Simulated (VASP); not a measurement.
All values below come from PBE GGA, VASP's PBE PAW potentials (set 64) (plane waves; VASP 6.6.1).

A VASP calculation is set up with these files.

**INCAR**
```
ALGO = Normal
EDIFF = 1E-6
ENCUT = 675
GGA = PE
ISIF = 2
ISMEAR = 0
LASPH = T
LCHARG = F
LREAL = F
LWAVE = F
NELM = 100
PREC = Accurate
SIGMA = 0.05
SYSTEM = BP
```

### POSCAR
```
BP
4.540
  0.0000000000   0.5000000000   0.5000000000
  0.5000000000   0.0000000000   0.5000000000
  0.5000000000   0.5000000000   0.0000000000
B P
1 1
Cartesian
  0.0000000000   0.0000000000   0.0000000000
  0.2500000000   0.2500000000   0.2500000000
```

**KPOINTS**
```
Automatic mesh
0
Gamma
9 9 9
0 0 0
```

POTCAR, in this order: B P (PBE.64 set). Program: vasp_std.

What VASP printed:

### OSZICAR
```
       N       E                     dE             d eps       ncg     rms          rms(c)
DAV:   1     0.135400879489E+02    0.13540E+02   -0.45993E+03   560   0.109E+03
DAV:   2    -0.133620696397E+02   -0.26902E+02   -0.25596E+02   912   0.123E+02
DAV:   3    -0.136369238950E+02   -0.27485E+00   -0.27485E+00   640   0.163E+01
DAV:   4    -0.136375261764E+02   -0.60228E-03   -0.60228E-03   896   0.806E-01
DAV:   5    -0.136375263895E+02   -0.21312E-06   -0.21311E-06   656   0.141E-02    0.718E+00
DAV:   6    -0.130304602702E+02    0.60707E+00   -0.16348E+00   616   0.701E+00    0.392E+00
DAV:   7    -0.129399433473E+02    0.90517E-01   -0.25756E-01   848   0.310E+00    0.130E+00
DAV:   8    -0.129318678162E+02    0.80755E-02   -0.28244E-02   600   0.117E+00    0.213E-01
DAV:   9    -0.129321755312E+02   -0.30771E-03   -0.48939E-04   792   0.206E-01    0.120E-01
DAV:  10    -0.129323733718E+02   -0.19784E-03   -0.29383E-04   632   0.136E-01    0.271E-02
DAV:  11    -0.129323833674E+02   -0.99957E-05   -0.12728E-05   800   0.314E-02    0.313E-02
DAV:  12    -0.129323841595E+02   -0.79207E-06   -0.31130E-06   568   0.117E-02
   1 F= -.12932384E+02 E0= -.12932384E+02  d E =-.484340E-14
```

OUTCAR:
```
------------------------ aborting loop because EDIFF is reached ----------------------------------------
  FORCE on cell =-STRESS in cart. coord.  units (eV):
  Direction    XX          YY          ZZ          XY          YZ          ZX
  --------------------------------------------------------------------------------------
  Total        0.1023201      0.1023201      0.1023201     -0.0000000      0.0000000      0.0000000
  in kB        7.0075138      7.0075138      7.0075138     -0.0000000      0.0000000      0.0000000
  external PRESSURE =       7.0075138 kB  Pullay stress =       0.0000000 kB
  volume of cell :       23.39
      direct lattice vectors                 reciprocal lattice vectors
     0.000000000  2.270000000  2.270000000    -0.220264317  0.220264317  0.220264317
     2.270000000  0.000000000  2.270000000     0.220264317 -0.220264317  0.220264317
     2.270000000  2.270000000  0.000000000     0.220264317  0.220264317 -0.220264317
  FREE ENERGIE OF THE ION-ELECTRON SYSTEM (eV)
  ---------------------------------------------------
  free  energy   TOTEN  =       -12.9323841595 eV

  energy  without entropy=      -12.9323841595  energy(sigma->0) =      -12.93238416
```
(Selected blocks of OUTCAR.)

The compound is BP in the zinc blende structure. The cell was not relaxed at this level. The run is one of a series of settings (ENCUT = 675 against the base run), some of them coarse on purpose.
